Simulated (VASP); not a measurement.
## Be4Se3Te (ordered alloy cell): computed properties

The numbers are results of PBEsol GGA, VASP's PBE PAW potentials (set 64) (plane waves; VASP), not measurements.

```
Item                                                                                                Value
---------------------------------------------  ----------------------------------------------------------
space group                                                                                     Amm2 (38)
cell                                           a = 3.724 Å, b = 7.442 Å, c = 10.505 Å, α = β = γ = 90.00°
volume per atom                                                                             18.20 Å³/atom
band gap (over mesh and band path)                                                                1.73 eV
smallest direct gap (over mesh and band path)                                                     1.74 eV
band-edge character                                                                      indirect, Γ to T
density                                                                                        4.57 g/cm³
```

Be4Se3Te is taken in the orthorhombic space group Amm2 (No. 38), Pearson symbol oS16. Conventional cell: a = 3.7243 Å, b = 7.4422 Å, c = 10.5054 Å, α = β = γ = 90.00°. Be1 on 2b sees 2 Se at 2.210 Å and 2 Te at 2.351 Å (tetrahedral). Be2 on 4d has 3 Se at 2.241–2.247 Å and 1 Te at 2.378 Å (tetrahedral). Be3 on 2b has 4 Se at 2.275–2.284 Å (tetrahedral). Te on 2a has 4 Be at 2.351–2.378 Å (tetrahedral). Se1 on 4e sees 4 Be at 2.210–2.284 Å (tetrahedral). Se2 on 2a sees 4 Be at 2.241–2.275 Å (tetrahedral). (Neighbours: up to the widest gap in distance over summed covalent radii, below 1.35, at either atom; cation-cation and far metal-metal contacts left out.)
(The calculation used a cell of 8 atoms; values per cell refer to that cell.)

Unless said otherwise, spin-orbit coupling is left out, though it shifts the bands of the heavy elements here.

The structure was generated: Be4Se3Te was put into an ordered model structure (Amm2), which need not be its known phase. It was relaxed first. Symmetry was kept, so distortions that lower it aren't found.
